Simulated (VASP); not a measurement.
The system is Si.

```
CELL_PARAMETERS angstrom
0.00000 2.71356 2.71356
2.71356 0.00000 2.71356
2.71356 2.71356 0.00000
ATOMIC_POSITIONS crystal
Si 0.75000 0.75000 0.75000
Si 0.50000 0.50000 0.50000
```

- Program: VASP 6.6.1
- Task: relaxation of cell and atoms
- Functional: PBE
- Potentials or basis: VASP PAW PBE potentials, release 64 (Si)
- Cutoff: 520 eV
- k mesh: 4 × 4 × 4
- Occupations: gaussian, width 0.02 eV
- Spin: no spin polarisation

At the start: pressure 2.8 GPa; volume 19.98 Å³/atom.

**Question.** How do energy, volume and symmetry change on relaxing?

**Answer.** Over 3 steps the energy falls by 5.0 meV/atom and the volume is 20.57 Å³/atom (+3.0 %); space group Fd-3m (No. 227, to 0.05 Å).

Step by step:
| step | energy change (eV) | largest force (eV/Å) | pressure (GPa) | volume (Å³) |
| --- | --- | --- | --- | --- |
| 1 | 0.0000 | 0.0000 | 2.78 | 39.96 |
| 2 | -0.0052 | 0.0000 | -1.76 | 42.00 |
| 3 | -0.0100 | 0.0000 | 0.00 | 41.14 |

Final structure:
```cif
data_structure
_symmetry_space_group_name_H-M 'P 1'
_symmetry_Int_Tables_number 1
_cell_length_a 3.8750
_cell_length_b 3.8750
_cell_length_c 3.8750
_cell_angle_alpha 60.000
_cell_angle_beta 60.000
_cell_angle_gamma 60.000
_cell_volume 41.14
loop_
_atom_site_label
_atom_site_type_symbol
_atom_site_fract_x
_atom_site_fract_y
_atom_site_fract_z
_atom_site_occupancy
Si1 Si 0.75000 0.75000 0.75000 1
Si2 Si 0.50000 0.50000 0.50000 1
```

Caveat: the k mesh is coarse (spacing up to 0.50 Å⁻¹), so the values aren't converged.
